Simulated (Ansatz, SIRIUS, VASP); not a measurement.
One calculation of GaGe, 4 ways

```
Ge Ga
1.0
     0.00000    2.89784    2.89784
     2.89784    0.00000    2.89784
     2.89784    2.89784    0.00000
Ge Ga
1 1
Cartesian
  0.0000 0.0000 0.0000
  1.4489 1.4489 1.4489
```

The cell comes from a database or a generator and needn't be the stable form of this composition.

Alike in all runs: task single point; functional PBEsol; k mesh 8 × 8 × 8; occupations fermi-dirac, width 0.05 eV; no spin polarisation; no spin-orbit coupling. Pressure is positive in compression and, in plane waves, holds the error of the finite cutoff, which Ansatz's Pulay term estimates and takes out.

```
                                        program and potentials  plane-wave cutoff (eV)                                                                                   notes  band gap (eV)  pressure (GPa)
                                            Ansatz, Ansatz PAW                     420  potentials made for PBE, which Ansatz adapts in part; Pulay term of +0.03 GPa included         no gap           -2.39
                        VASP, PBE PAW files Ga_d, Ge_d, 520 eV                     520                                                                 potentials made for PBE         no gap           -2.41
SIRIUS, PseudoDojo 0.4.1 PBEsol standard (scalar relativistic)                    1102                                                                                       -         no gap           -2.33
                Ansatz, all-electron LAPW, scalar-relativistic                       -                                                                                       -         no gap           -2.38
```

None finds a gap. The pressure spans -2.41 (VASP, PBE PAW files Ga_d, Ge_d, 520 eV) to -2.33 GPa (SIRIUS, PseudoDojo 0.4.1 PBEsol standard (scalar relativistic)), with all-electron results at -2.38.

The functional is the same throughout but for its coding, so the spread measures potentials, basis and numerics; runs on potential files found faulty are left out.
